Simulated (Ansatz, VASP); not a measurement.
**Cross-check of TiO2 (Anatase) between VASP and Ansatz**

One calculation is typed for both programs; each brings its own data sets. How far apart do they land? The cell is taken from a series of runs on this material, whose earlier steps may have relaxed, scaled, displaced or heated it; both programs get it as it stands.

Main program and level: Ansatz 0.2.0; plane waves, with VASP 6.6.1 beside it; PBE.

### Step 1. The starting structure

The structure is tetragonal, space group I4_1/amd (No. 141). Conventional cell: a = 3.799 Å, b = 3.799 Å, c = 9.700 Å, α = 90.00°, β = 90.00°, γ = 90.00°. Nearest to Ti lie 6 O at 1.95 to 2.00 Å. Nearest to O lie 3 Ti at 1.95 to 2.00 Å. Farther neighbours and most contacts between anions are not listed.

### Step 2. VASP: single point, PBE

With cell and atoms fixed, the geometry can't cause a difference; cores, projectors, grids and the points listed under the comparison can.

Lines of VASP's logs that name or quote its potential files are left out, and so is its time.

INCAR reads:

```
SYSTEM = TiO2
PREC = Accurate
ENCUT = 600
EDIFF = 1E-06
NELM = 120
ISMEAR = -1
SIGMA = 0.02
LREAL = .FALSE.
ALGO = Normal
GGA = PE
NBANDS = 30
LASPH = .TRUE.
LORBIT = 11
LWAVE = .FALSE.
LCHARG = .FALSE.
ISIF = 2
GGA_COMPAT = .FALSE.
EFERMI = MIDGAP
KPAR = 2
```

POSCAR reads:

```
TiO2
1.0
   -1.8994427693      1.8994427693      4.8500949441
    1.8994427693     -1.8994427693      4.8500949441
    1.8994427693      1.8994427693     -4.8500949441
Ti O
2 4
Direct
    0.0000000000      0.0000000000      0.0000000000
    0.7500000000      0.2500000000      0.5000000000
    0.2064600904      0.2064600904      0.0000000000
    0.9564600904      0.4564600904      0.5000000000
    0.5435399096      0.0435399096      0.5000000000
    0.7935399096      0.7935399096      0.0000000000
```

KPOINTS reads:

```
Automatic mesh
0
Gamma
8 8 8
0 0 0
```

The projector-augmented-wave data sets are Ti_sv and O (PBE family, release 64).

The run is started by

```
$ mpirun -np 2 vasp_std
```

Numbers of over 12 decimals in the logs are rounded to 6 here.

The program printed:

```text
[banner, memory and clock lines left out]
running    2 mpi-ranks, on    1 nodes
 distrk:  each k-point on    1 cores,    2 groups
 distr:  one band on    1 cores,    1 groups

 POSCAR found type information on POSCAR TiO
 POSCAR found :  2 types and       6 ions
 LDA part: xc-table for (Slater+PW92), standard interpolation
 POSCAR, INCAR and KPOINTS ok, starting setup
 FFT: planning ... GRIDC
 FFT: planning ... GRID_SOFT
 FFT: planning ... GRID
 WAVECAR not read
 entering main loop
       N       E                     dE             d eps       ncg     rms          rms(c)
DAV:   1     0.713108929788E+03    0.71311E+03   -0.26834E+04  3540   0.204E+03
DAV:   2     0.522682564934E+02   -0.66084E+03   -0.62700E+03  3850   0.575E+02
DAV:   3    -0.658057597882E+02   -0.11807E+03   -0.11557E+03  5154   0.216E+02
DAV:   4    -0.711135137057E+02   -0.53078E+01   -0.53011E+01  5168   0.477E+01
DAV:   5    -0.713295225749E+02   -0.21601E+00   -0.21594E+00  4916   0.765E+00    0.314E+01
DAV:   6    -0.543772661911E+02    0.16952E+02   -0.10697E+02  4620   0.970E+01    0.118E+01
DAV:   7    -0.540663712958E+02    0.31089E+00   -0.16452E+01  4582   0.331E+01    0.828E+00
DAV:   8    -0.539045605626E+02    0.16181E+00   -0.25911E+00  4256   0.159E+01    0.313E+00
DAV:   9    -0.538722444717E+02    0.32316E-01   -0.48830E-01  5202   0.572E+00    0.115E+00
DAV:  10    -0.538766351866E+02   -0.43907E-02   -0.76679E-02  4124   0.235E+00    0.485E-01
DAV:  11    -0.538733573834E+02    0.32778E-02   -0.24540E-02  4736   0.101E+00    0.116E-01
DAV:  12    -0.538733856804E+02   -0.28297E-04   -0.28287E-03  4060   0.489E-01    0.673E-02
DAV:  13    -0.538733482496E+02    0.37431E-04   -0.21555E-04  4356   0.144E-01    0.115E-02
DAV:  14    -0.538733555095E+02   -0.72599E-05   -0.38523E-05  5022   0.374E-02    0.975E-03
DAV:  15    -0.538733553912E+02    0.11834E-06   -0.14056E-05  3988   0.282E-02    0.466E-03
DAV:  16    -0.538733550905E+02    0.30062E-06   -0.20192E-06  2818   0.147E-02
   1 F= -.53873355E+02 E0= -.53873355E+02  d E =0.000000E+00
```

From OUTCAR (step 2):

```text
ion  position               nearest neighbor table
   1  0.000  0.000  0.000-   4 1.95   5 1.95   5 1.95   4 1.95   3 2.00   6 2.00
   2  0.750  0.250  0.500-   3 1.95   6 1.95   6 1.95   3 1.95   4 2.00   5 2.00
   3  0.206  0.206  0.000-   2 1.95   2 1.95   1 2.00
   4  0.956  0.456  0.500-   1 1.95   1 1.95   2 2.00
   5  0.544  0.044  0.500-   1 1.95   1 1.95   2 2.00
   6  0.794  0.794  0.000-   2 1.95   2 1.95   1 2.00

  LATTYP: Found a body centered tetragonal cell.
 ALAT       =     3.7988855386
 C/A-ratio  =     2.5534304179

 Subroutine GETGRP returns: Found 16 space group operations
 (whereof  8 operations were pure point group operations)

The static configuration has the point symmetry D_2d.
 The point group associated with its full space group is D_4h.

 Found     59 irreducible k-points:

   k-points           NKPTS =     59   k-points in BZ     NKDIM =     59   number of bands    NBANDS=     30

   dimension x,y,z NGX =    48 NGY =   48 NGZ =   48
   dimension x,y,z NGXF=    96 NGYF=   96 NGZF=   96

   ENCUT  =  600.0 eV  44.10 Ry    6.64 a.u.  11.07 11.07 11.07*2*pi/ulx,y,z

   NELECT =      48.0000    total number of electrons

 k-points in reciprocal lattice and weights: Automatic mesh
   0.00000000  0.00000000  0.00000000       0.002
   0.12500000  0.00000000 -0.00000000       0.016
   0.25000000  0.00000000 -0.00000000       0.016
   0.37500000  0.00000000  0.00000000       0.016
   0.50000000  0.00000000 -0.00000000       0.008
   0.12500000  0.12500000 -0.00000000       0.016
   0.25000000  0.12500000 -0.00000000       0.031
   0.37500000  0.12500000  0.00000000       0.031
   0.50000000  0.12500000 -0.00000000       0.031
[...]
-0.37500000 -0.37500000  0.37500000       0.004
   0.50000000  0.50000000  0.50000000       0.002

 average (electrostatic) potential at core
       1 -77.4580       2 -77.4580       3 -70.5350       4 -70.5350       5 -70.5350
       6 -70.5350

 E-fermi :   4.1848

 k-point     1 :       0.0000    0.0000    0.0000
  band No.  band energies     occupation
    ...
     20       2.3498      2.00000
     21       2.3498      2.00000
     22       2.3596      2.00000
     23       2.7279      2.00000
     24       2.7279      2.00000
     25       5.2533      0.00000
     26       5.9198      0.00000
     27       7.1080      0.00000
     28       7.1080      0.00000
     29       7.1161      0.00000
    ...

 k-point     2 :       0.1250    0.0000   -0.0000
  band No.  band energies     occupation
    ...
     20       2.0178      2.00000
     21       2.2806      2.00000
     22       2.3781      2.00000
     23       2.4994      2.00000
     24       2.7409      2.00000
     25       5.5898      0.00000
     26       5.9816      0.00000
     27       6.7018      0.00000
     28       6.8494      0.00000
     29       7.0548      0.00000
    ...

 k-point     3 :       0.2500    0.0000   -0.0000
  band No.  band energies     occupation
    ...
     20       1.4852      2.00000
     21       1.8700      2.00000
     22       2.3527      2.00000
     23       2.3816      2.00000
     24       2.6714      2.00000
     25       6.0546      0.00000
     26       6.3168      0.00000
     27       6.3959      0.00000
     28       6.6440      0.00000
     29       6.9861      0.00000
    ...

  Total        0.1834830      0.1834830      0.2139516      0.0000000     -0.0000000      0.0000000
  in kB        4.1999473      4.1999473      4.8973770      0.0000000     -0.0000000      0.0000000
  external PRESSURE =       4.4324239 kB  Pullay stress =       0.0000000 kB

  energy-cutoff  :      600.00
  volume of cell :       69.99
      direct lattice vectors                 reciprocal lattice vectors
    -1.899442769  1.899442769  4.850094944     0.000000000  0.263235096  0.103090765
     1.899442769 -1.899442769  4.850094944     0.263235096  0.000000000  0.103090765
     1.899442769  1.899442769 -4.850094944     0.263235096  0.263235096  0.000000000

 POSITION                                       TOTAL-FORCE (eV/Angst)
 -----------------------------------------------------------------------------------
      0.00000      0.00000      0.00000        -0.000000     -0.000000      0.000000
      0.00000      1.89944      2.42505        -0.000000     -0.000000      0.000000
      0.00000      0.00000      2.00270        -0.000000      0.000000      0.017346
      0.00000      1.89944      4.42775         0.000000     -0.000000      0.017346
     -0.00000      1.89944      0.42235         0.000000     -0.000000     -0.017346
      0.00000      0.00000      7.69749        -0.000000      0.000000     -0.017346
 -----------------------------------------------------------------------------------
    total drift:                               -0.000000      0.000000      0.000000

  FREE ENERGIE OF THE ION-ELECTRON SYSTEM (eV)
  ---------------------------------------------------
  free  energy   TOTEN  =       -53.8733550905 eV

  energy  without entropy=      -53.8733550905  energy(sigma->0) =      -53.87335509

 total charge
# of ion       s       p       d       tot
------------------------------------------
    1        2.219   6.284   1.724  10.227
    2        2.219   6.284   1.724  10.227
    3        1.568   3.497   0.000   5.064
    4        1.568   3.497   0.000   5.064
    5        1.568   3.497   0.000   5.064
    6        1.568   3.497   0.000   5.064
--------------------------------------------------
tot         10.709  26.554   3.449  40.711

[... 3 further parts left out ...]
```

The run ends at a pressure of 0.44 GPa, with forces up to 0.017 eV/Å.

### Step 3. Ansatz: single point, PBE

Ansatz runs on its default PAW (the set named soft_2) files.

The same cell, functional, mesh and smearing now go to Ansatz, which takes its cutoff from its data sets.

input.yaml reads:

```yaml
crystal:
  lattice:
    - [-1.8994427693, 1.8994427693, 4.8500949441]
    - [1.8994427693, -1.8994427693, 4.8500949441]
    - [1.8994427693, 1.8994427693, -4.8500949441]
  atoms:
    - { symbol: Ti, position: [0.0, 0.0, 0.0] }
    - { symbol: Ti, position: [0.75, 0.25, 0.5] }
    - { symbol: O, position: [0.2064600904, 0.2064600904, 0.0] }
    - { symbol: O, position: [0.9564600904, 0.4564600904, 0.5] }
    - { symbol: O, position: [0.5435399096, 0.0435399096, 0.5] }
    - { symbol: O, position: [0.7935399096, 0.7935399096, 0.0] }
kpoints:
  mp_grid: { grid: [8, 8, 8] }
  band_path:
    path:
      - [[0.0, 0.0, 0.0], [0.0, 0.0, 0.5], [0.25, 0.25, 0.25], [0.0, 0.5, 0.0], [0.0, 0.0, 0.0], [0.5, 0.5, -0.5], [0.28954641, 0.71045359, -0.28954641]]
      - [[-0.28954641, 0.28954641, 0.28954641], [0.0, 0.0, 0.0]]
      - [[0.0, 0.0, 0.5], [-0.07909283, 0.07909283, 0.5]]
      - [[0.5, 0.5, -0.07909283], [0.5, 0.5, -0.5]]
    npoints: 10
hamiltonian:
  xc: pbe
scf:
  occupations: { method: fermi_dirac, width: 0.02 }
  n_extra_bands: 6
output:
  eigenvalues: true
  forces: true
  stress: true
```

The run is started by

```
$ ansatz run input.yaml --threads 3 --pin off --max-ram 64512MiB --backend cuda --devices 1 --max-vram 24GiB --events-out ev --progress --plain --runs-dir out
```

The program printed:

```text
basis.fft_grid_basis auto: the FFT boxes are laid along the combinations [[1, 0, 1], [0, 1, 1], [0, 0, 1]] of the cell's own vectors, 3.799, 3.799 and 5.544 Å long. The dense box has 27×27×40 points. Along the cell's own vectors, as sized, it would have 40×40×40, 2.19 times as many. Of the 16 symmetry operations that the crystal satisfies within crystal.symmetry.tolerance (time reversal apart; of a slab, those that k [...]
scf.n_extra_bands = 6 over 24 filled bands (N_el = 48.0): the run solves 30 bands
GPUs: using 1 of 1 available (devices: 1).
Engine: ansatz 0.2.0, x86_64-unknown-linux-gnu
Pseudopotentials: kind: paw
Pseudopotential: Ti, paw, valence charge 12, recommended cutoff 420 eV (normal), Ti.paw.azcp
Pseudopotential: O, paw, valence charge 6, recommended cutoff 420 eV (normal), O.paw.azcp
Functional definition: PBE
  parameter kappa = 0.804
  parameter beta = 0.066725
  exchange = pbe_x(kappa = kappa, mu = beta*pi^2/3)
  correlation = pbe_c(beta = beta)
device memory: the entry about to start is reckoned to put 2.2 GiB on a device that reports 65.6 GiB free (of which the cap on the GPU budget leaves the run 24.0 GiB)
GPU FFT provider: cuFFT
GPU libraries: cuBLAS 13.8.2, cuFFT 12.4.0, cuSOLVER 12.3.4
Crystal: 6 atoms, lattice volume = 69.994 Å³
Basis set: ecut = 420 eV, 1365 PW (Γ), FFT grids on a1+a3, a2+a3, a3, exchange–correlation on 54×54×80 points (8 copies of the dense FFT grid, shifted against one another)
Bands: 30, of which v1, the nominal top of the filled ones, is band 24 counted from 1 (23 counted from 0)
Symmetry: 16 space group operations
Space group: I41/amd (ITA 141), of the structure as read, at distance tolerance 4.1e-5 Å
k-points: 59 of 512
Non-local potential: Ti, projectors of the file, l = 0: 3, l = 1: 2, l = 2: 3, l = 3: 1
Non-local potential: O, projectors of the file, l = 0: 2, l = 1: 2, l = 2: 1
PAW form: soft (Blöchl's): semilocal exchange-correlation on the pseudo side does not see the compensation charge
PAW one-centre angular grid: Ti, 590 points (default); XC on 64 Gauss nodes
PAW one-centre angular grid: O, 110 points (default); XC on 64 Gauss nodes
Initial density: superposition of atomic densities (neutral atoms: chi_scale 0, normalization atom), corrected by the library's trained network
Initial wavefunctions: pseudopotential atomic-orbital guess
GPU buffer pool allocated for 29160 grid points (all kernels)
GPU transforms: local potential and band sums: pruned to the plane-wave sphere, on 25×25×40
Functional: x = pbe(κ = 0.804, μ = 0.219515), c = pbe(β = 0.066725)
SCF iter   1: F=—  HF=-7277.497989 eV  |F-HF|=—  |Δ(HF+E_count)|=         —  Δρ=3.24e-3  dr2=2.13e-3  ethr=1.77e-3  ⟨swp⟩=6.0  Hψ=7339  notcnv=0
preconditioner: auto → Resta (q_TF=auto, 2.562 Å⁻¹)  ε∞=8.0  [insulator: Δε(μ)=2.163 eV  Ē_g=9.506 eV  σ=0.020 eV  W_gap=1.00  n_scr=22 (ndim 8)  ℏωp=25.1 eV  f_vac=0.107  D(μ)=0.00/eV (n_scr^D=0)  ε∞_Penn≈8.0]
SCF iter   2: F=—  HF=-7277.499395 eV  |F-HF|=—  |Δ(HF+E_count)|=   1.41e-3  Δρ=1.73e-3  dr2=6.34e-4  ethr=4.44e-6  ⟨swp⟩=2.2  Hψ=3225  notcnv=0  defer=118
SCF iter   3: F=—  HF=-7277.500184 eV  |F-HF|=—  |Δ(HF+E_count)|=   7.89e-4  Δρ=8.54e-4  dr2=3.72e-4  ethr=1.32e-6  ⟨swp⟩=2.0  Hψ=2596  notcnv=0  defer=118
SCF iter   4: F=—  HF=-7277.500325 eV  |F-HF|=—  |Δ(HF+E_count)|=   1.41e-4  Δρ=1.51e-4  dr2=1.21e-5  ethr=7.74e-7  ⟨swp⟩=2.0  Hψ=2280  notcnv=0  defer=118
SCF iter   5: F=—  HF=-7277.500027 eV  |F-HF|=—  |Δ(HF+E_count)|=   2.98e-4  Δρ=4.55e-5  dr2=1.09e-6  ethr=2.51e-8  ⟨swp⟩=2.6  Hψ=3008  notcnv=0  defer=118
SCF iter   6: F=-7277.500028 eV  HF=-7277.500028 eV  |F-HF|=2.31e-7  |Δ(HF+E_count)|=   1.07e-6  Δρ=1.40e-5  dr2=9.24e-8  ethr=2.08e-10  ⟨swp⟩=6.4  Hψ=8210  notcnv=0
SCF 1 converged in 6 iterations: F = -7277.500028 eV  dr2 = 9.24e-8
  greatest PAW one-centre occupation: 0.999 electrons in one spin orbital (limit 2), on the Ti atom at site 1 (counted from 0), in its partial waves of l = 0
device memory: the entry about to start is reckoned to put 2.7 GiB on a device that reports 65.7 GiB free (of which the cap on the GPU budget leaves the run 24.0 GiB)
NSCF: frozen V_eff on 94 k-points, pencils in batches of 32, up to order 132
SCF converged after 6 iterations
Free energy (F): -7277.500028 eV
Harris-Foulkes:  -7277.500028 eV  (|F-HF|=2.31e-7)
Internal energy: -7277.500028 eV  (E = F + TS)
E sigma→0 (E₀):  -7277.500028 eV
Fermi energy:    8.039167 eV
--- Per-component energies (eV) ---
  E_band       = -471.315399
  E_kinetic    = 1244.856092
  E_local      = -3616.213421  (includes V_loc(G=0)·N_el)
  E_nonlocal   = 196.374760
  E_hartree    = 1401.102165
  E_xc         = -492.098948
  E_vxc        = -623.119416  (∫ρ·V_xc dr)
  E_paw        = -2721.733336  (= ΣΔE_a)
  E_vpaw       = -475.433174  (= ΣTr[D̂ρ^β])
  E_aug_tail   = 0.010155  (compensation charges beyond the density's cutoff)
  E_ewald      = -3289.797496
  E_smearing   = -0.000000  (= −TS)
  E_closure    = -0.000000  (closes the sum)
  Σ components = -7277.500028   (vs F -7277.500028, Δ=0.00e0)
--- Forces (eV/Å), atoms counted from 1 ---
  atom   1  Ti     0.00000000     0.00000000    -0.00000000
  atom   2  Ti     0.00000000     0.00000000     0.00000000
  atom   3  O      0.00000000     0.00000000     0.00004356
  atom   4  O     -0.00000000    -0.00000000     0.00004356
  atom   5  O     -0.00000000    -0.00000000    -0.00004356
  atom   6  O      0.00000000    -0.00000000    -0.00004356
  max |Σ_I F_I| component: 5.96e-18 eV/Å
--- Stress (GPa, compression-positive) ---
       -0.001572      -0.000000       0.000000
       -0.000000      -0.001572      -0.000000
        0.000000      -0.000000       0.005982
  P = ⅓ Tr σ = 0.0009 GPa (0.009 kbar)
--- Band table (eV; the first three rows and the last of 59) ---
  k-point 0: bands = [... 20 lower, 6.1802, 6.1890, 6.5536, 6.5536, 9.0991, 9.7664, 10.9563, 10.9563, ... 2 higher]
  k-point 1: bands = [... 20 lower, 5.8761, 5.8914, 6.2660, 6.7103, 9.6874, 9.8471, 10.3902, 10.6807, ... 2 higher]
  k-point 2: bands = [... 20 lower, 5.2344, 6.0175, 6.3994, 6.7748, 9.8699, 10.0428, 10.4348, 10.6082, ... 2 higher]
  k-point 58: bands = [... 20 lower, 5.7398, 5.7398, 6.8721, 6.8721, 9.4219, 9.4219, 10.6835, 10.6835, ... 2 higher]
```

The column dr2 measures how far the density is from self-consistency, as an energy; F and HF (Harris–Foulkes) agree once it is small.

### Step 4. Differences

Known differences besides the potentials themselves: the cutoff is 420 eV in Ansatz and 600 eV in VASP. Total energies have different zeros and are not compared.

Compared:

```tsv
quantity	Ansatz	VASP	difference
pressure (GPa)	0.00	0.44	-0.44
gap on the k mesh (eV)	2.159	2.137	+0.022
```

The largest component of a force difference here is 17 meV/Å. A gap on the mesh is an upper bound, since the band edges may lie between its points.

### Step 5. Results

| Quantity | Value |
| --- | --- |
| difference in gap on the k mesh (single point, PBE) | 0.022 eV |
| r.m.s. force difference (single point, PBE) | 8.2 meV/Å |

The r.m.s. force difference is 8.2 meV/Å (single point, PBE), within the 12 meV/Å picked in this series as the mark of a large difference. How closely two codes agree says nothing of how well the functional describes the real material.

[Lines on the potential files, build, host, timing and source positions are cut from VASP's logs without a mark.]

[Logs are printed without paths, hosts, clocks, repeated set-up lines and the standing remarks that a program may print on its own settings, such as how far it seeks lower states.]

[Hosts, paths, dates, database ids (printed as entryN), source tags and the programs' standing remarks are cut or masked in the printed files.]
